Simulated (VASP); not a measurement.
Data:

```
CELL_PARAMETERS angstrom
      5.26562     0.00000     0.00000
      0.00000     5.26562     0.00000
      0.00000     0.00000     5.26562
ATOMIC_POSITIONS crystal
  Nb 0.25000 0.00000 0.50000
  Nb 0.50000 0.25000 0.00000
  Nb 0.50000 0.75000 0.00000
  Nb 0.75000 0.00000 0.50000
  Nb 0.00000 0.50000 0.75000
  Nb 0.00000 0.50000 0.25000
  Sn 0.50000 0.50000 0.50000
  Sn 0.00000 0.00000 0.00000
```

All values below come from PBE GGA, VASP's PBE PAW potentials (set 64) (plane waves; VASP). Numerical set-up: 500 eV cut-off, 6×6×6 Γ-centred mesh, first-order Methfessel-Paxton smearing of 0.10 eV, potentials Nb_sv Sn_d.

Energy and stress use the plane-wave basis of the starting cell.

Task: The ions, cell shape and volume at an external pressure of 10.0 GPa are relaxed. Predict the relaxed structure.

Result: 
```
CELL_PARAMETERS angstrom
      5.22040     0.00000     0.00000
      0.00000     5.22040     0.00000
      0.00000     0.00000     5.22040
ATOMIC_POSITIONS crystal
  Nb 0.25000 0.00000 0.50000
  Nb 0.50000 0.25000 0.00000
  Nb 0.50000 0.75000 0.00000
  Nb 0.75000 0.00000 0.50000
  Nb 0.00000 0.50000 0.75000
  Nb 0.00000 0.50000 0.25000
  Sn 0.50000 0.50000 0.50000
  Sn 0.00000 0.00000 0.00000
```
Space group Pm-3n (223), at a tolerance of 0.03 Å.

Task: How do energy and volume change from the first to the last step?

Result: The energy (σ→0) changes by +21.3 meV/atom and the volume by -2.6 %, in 3 ionic steps.

The compound is Nb3Sn in the A15 structure. This run relaxes it under an external pressure of 10 GPa. Symmetry was kept, so distortions that lower it aren't found.
